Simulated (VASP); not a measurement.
```
CELL_PARAMETERS angstrom
      1.34501    -2.32962     0.00000
      1.34501     2.32962     0.00000
      0.00000     0.00000     4.24163
ATOMIC_POSITIONS crystal
  Os 0.33333 0.66667 0.25000
  Os 0.66667 0.33333 0.75000
```

These are PBEsol GGA, VASP's PBE PAW potentials (set 64) (plane waves; VASP) values and carry that method's errors. Settings: 480 eV cut-off, 14×14×8 Γ-centred mesh, first-order Methfessel-Paxton smearing of 0.10 eV, potentials Os.

Question: Give the stress tensor in GPa (positive for a compressed cell).

Answer: 
```
21.97   0.00   0.00
 0.00  21.97   0.00
 0.00   0.00  23.59
```
The pressure is its mean diagonal, 22.51 GPa.

The compound is Os in the hcp structure. This cell was strained or had an atom moved on purpose.
